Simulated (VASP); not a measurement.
```yaml
crystal:
  lattice:
    - [0.00000, 3.00000, 3.00000]
    - [3.00000, 0.00000, 3.00000]
    - [3.00000, 3.00000, 0.00000]
  atoms:
    - { symbol: Al, position: [0.25000, 0.25000, 0.25000] }
    - { symbol: Al, position: [0.75000, 0.75000, 0.75000] }
    - { symbol: Au, position: [0.00000, 0.00000, 0.00000] }
```

The base run (VASP): PBE GGA, plane waves, VASP's PBE PAW potentials (set 64). Run with 400 eV cut-off, 8×8×8 Γ-centred mesh, first-order Methfessel-Paxton smearing of 0.10 eV, potentials Al Au.

The base run took about 6 core-seconds. The timings are rough (shared machines, no repeats); factors under 2 mean little.

Pressures at a finite cut-off, here 400 eV, hold a Pulay part, which wasn't tested here.

```tsv
setting	cost over the base run	electronic steps	pressure (GPa)
base run	reference	13	2.97
GGA = 91	within a factor of 2	12	3.41
IVDW = 11	within a factor of 2	13	-1.02
IVDW = 12	within a factor of 2	13	-0.85
IVDW = 13	within a factor of 2	13	-0.63
GGA = AM	within a factor of 2	13	-0.44
GGA removed, LMIXTAU = .TRUE., METAGGA = TPSS	about 5 times	17	1.59
```

Left out are runs that failed, have no time on record or changed the cell.

The compound is AuAl2 in the fluorite structure. The cell was not relaxed at this level.
